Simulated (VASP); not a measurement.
Rh:

```
CELL_PARAMETERS angstrom
0.00000 1.90299 1.90299
1.90299 0.00000 1.90299
1.90299 1.90299 0.00000
ATOMIC_POSITIONS crystal
Rh 0.00000 0.00000 0.00000
```

```yaml
Program: VASP 6.6.1
Task: relaxation of cell and atoms
Functional: PBEsol
Potentials_or_basis: VASP PAW PBE potentials, release 64 (Rh_pv)
Cutoff: 480 eV
k_mesh: 18 × 18 × 18
Occupations: gaussian, width 0.1 eV
Spin: no spin polarisation
```

At the start: pressure -5.8 GPa; volume 13.78 Å³/atom.

Question: How do energy, volume and symmetry change on relaxing?

Answer: Over 4 steps the energy falls by 5.2 meV/atom and the volume is 13.50 Å³/atom (-2.0 %); space group Fm-3m (No. 225, to 0.05 Å).

Step by step:
```csv
step,energy change (eV),largest force (eV/Å),pressure (GPa),volume (Å³)
1,0.0000,0.0000,-5.78,13.78
2,0.0308,0.0000,17.66,12.81
3,-0.0052,0.0000,-0.11,13.51
4,-0.0052,0.0000,0.01,13.50
```

Final structure:
```yaml
crystal:
  lattice:
    - [0.00000, 1.88997, 1.88997]
    - [1.88997, 0.00000, 1.88997]
    - [1.88997, 1.88997, 0.00000]
  atoms:
    - { symbol: Rh, position: [0.00000, 0.00000, 0.00000] }
```

Caveat: the PAW data sets were made with another functional, which shifts forces and pressure a little.
